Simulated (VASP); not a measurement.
Data:

```
Zn
1.0
    1.32524    -2.29538     0.00000
    1.32524     2.29538     0.00000
    0.00000     0.00000     4.65725
Zn
2
Direct
  0.33333   0.66667   0.25000
  0.66667   0.33333   0.75000
```

Computed with PBE GGA with D3 dispersion (zero damping), VASP's PBE PAW potentials (set 64) (plane waves; VASP). Run with 520 eV cut-off, 18×18×9 Γ-centred mesh, tetrahedra with Blöchl corrections, potentials Zn.

**Question.** Predict the energy per atom (σ→0), band gap (on the k-mesh) with the smallest direct gap where there is one.

**Answer.** 
```json
{
  "band gap (on the k-mesh)": "none (metal, semimetal or under 0.01 eV)",
  "energy per atom (σ→0)": "-1459 meV/atom"
}
```

Only differences to runs with the same potentials and settings are physical.

The compound is Zn in the hcp structure. It was relaxed first, which changed the volume by -7 %.
